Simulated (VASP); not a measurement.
**ScTe (relaxed from the NiAs type structure, space group P6_3/mmc): computed properties**

These are LDA (Ceperley-Alder, Perdew-Zunger), VASP's LDA PAW potentials (set 64) (plane waves; VASP) values and carry that method's errors.

```yaml
space_group: P6_3/mmc (194)
cell: a = 4.019 Å, b = 4.019 Å, c = 6.836 Å, α = 90.00°, β = 90.00°, γ = 120.00°
volume_per_atom: 23.90 Å^3/atom
band gap (over mesh and band path): none (metal, semimetal or under 0.01 eV)
density: 5.99 g/cm³
```

```
CELL_PARAMETERS angstrom
      4.01879     0.00000     0.00000
     -2.00940     3.48037     0.00000
      0.00000     0.00000     6.83620
ATOMIC_POSITIONS crystal
  Sc 0.00000 0.00000 0.00000
  Sc 0.00000 0.00000 0.50000
  Te 0.33333 0.66667 0.25000
  Te 0.66667 0.33333 0.75000
```

Unless said otherwise, spin-orbit coupling is left out, though it shifts the bands of the heavy elements here.

The structure was generated: ScTe was put into the NiAs type type (P6_3/mmc), which need not be its known phase. It was relaxed first, which changed the volume by -33 %. Symmetry was kept, so distortions that lower it aren't found.
